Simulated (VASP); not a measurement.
## HfC: energy against strain

HfC (rock salt, Fm-3m, 12.214 Å³/atom and stress up to 0.20 GPa in the relaxed cell, cube axes along x, y and z) under an equal strain ε along x and y, with z held. PBEsol in VASP (plane waves, PAW), 600 eV, 16×16×16 Γ-centred mesh, Methfessel-Paxton smearing 0.10 eV; ions are relaxed, or left where forces stay under 0.02 eV/Å, within the symmetry of each cell.

Here s stands for strain and y for E less E0.

| strain (%) | E less E0 (meV/atom) |
|---|---|
| -1.50 | 11.41 |
| -1.00 | 4.94 |
| -0.50 | 1.18 |
| 0.00 | 0.00 |
| 0.50 | 1.26 |
| 1.00 | 4.85 |
| 1.50 | 10.69 |
| 3.00 | ? |

**Question.** Using a parabola, estimate the missing y at s = 3.00 from the other rows, showing the fit.

**Answer.** Least squares gives y = -0.009 - 0.1614·s + 4.9133·s². Residuals (row less fit): 0.122, -0.126, -0.120, 0.009, 0.121, 0.107, -0.114; standard error 0.145 (degrees of freedom: 4). Twice the quadratic coefficient over the volume, 2 × 4.9133 meV × 10⁴ × 0.1602 / 12.214 Å³, is the elastic constants 2(C11 + C12) = about 1300 GPa. At the withheld row, y = -0.009 - 0.1614 × 3.0 + 4.9133 × 3.0² = 43.726 meV/atom. The calculation gives 40.72 meV/atom, 3.006 meV/atom below the prediction (7.4 % of the range of y in the table). The row lies outside the fitted rows, so this is an extrapolation. From the scatter of the fitted rows alone, a prediction at this place has a standard error of 0.555 meV/atom, so the miss is 5.4 times that.

A polynomial of degree 3 through the 12 other runs of the series gives 40.42 there, so most of the miss is curvature that the fit leaves out. In a metal these values are sensitive to mesh and smearing; energies are taken to zero smearing, stresses follow the free energy. Rows are the converged runs of the series near zero and its far end, less any whose ions stayed unrelaxed beside relaxed ones; series whose fitted rows scatter by over a few per cent of the range, as at a crossing or softening among them, aren't shown in this form. Most that stay on the fit to the last digits aren't either.
